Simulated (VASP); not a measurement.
VASP runs on Ho (space group P6_3/mmc) share one base input (PBE GGA, plane waves, VASP's PBE PAW potentials (set 64)) and change the settings named in each case.

INCAR:
```
SYSTEM=Ho
PREC=Accurate; ENCUT=300; LREAL=F
LASPH=T
EDIFF=1E-6; NELM=100; ALGO=Normal
LMAXMIX=6
ISMEAR=0; SIGMA=0.05
GGA=PE
ISPIN=2
ISIF=2
LWAVE=F; LCHARG=F; LORBIT=11
```

POSCAR:
```
Ho
1
    3.5883280000     0.0000000000     0.0000000000
   -1.7941640000     3.1075830000     0.0000000000
    0.0000000000     0.0000000000     5.5014660000
Ho
2
Direct
  0.3333330000   0.6666670000   0.2500000000
  0.6666670000   0.3333330000   0.7500000000
```

### KPOINTS
```
Automatic mesh
0
Gamma
11 11 7
0 0 0
```

POTCAR, in this order: Ho (PBE.64 set). Program: vasp_std. The INCAR's line for the spin-polarised start is left out here.

```
change                                                                                                                         E(σ→0) (eV/atom)  pressure (GPa)  −TS (eV)
-----------------------------------------------------------------------------------------------------------------------------  ----------------  --------------  --------
base run                                                                                                                                -6.4047            2.01   -0.0176
GGA = PS                                                                                                                                -6.5701               ?         ?
GGA_COMPAT = .FALSE., ISPIN removed, LNONCOLLINEAR = .TRUE., LSORBIT = .TRUE., another spin-polarised start, program vasp_ncl           -7.4384               ?         ?
KPOINTS 4×4×3 Γ-centred mesh                                                                                                            -6.3892            2.07   -0.0206
```

Task: Complete the blanks.

Result: 
- GGA = PS, pressure (GPa): -0.71
- GGA = PS, −TS (eV): -0.0179
- GGA_COMPAT = .FALSE., ISPIN removed, LNONCOLLINEAR = .TRUE., LSORBIT = .TRUE., another spin-polarised start, program vasp_ncl, pressure (GPa): 1.99
- GGA_COMPAT = .FALSE., ISPIN removed, LNONCOLLINEAR = .TRUE., LSORBIT = .TRUE., another spin-polarised start, program vasp_ncl, −TS (eV): -0.0228

Energies of different potentials or functionals have different zeros.  The run has a spin-polarised start. At 300 eV the pressure can carry a Pulay error.

Left out are runs that ran out of time, are held back, or changed the cell or the kind of run, fixed moments of cells without a moment, rows past the twelfth, gaps on odd meshes, pressures of charged cells and columns that move by less than the noise.

The structure comes from a computed database's Ho entry; how it stands against other phases isn't given here. The cell was not relaxed at this level, its lattice was scaled by up to 2.5 %.
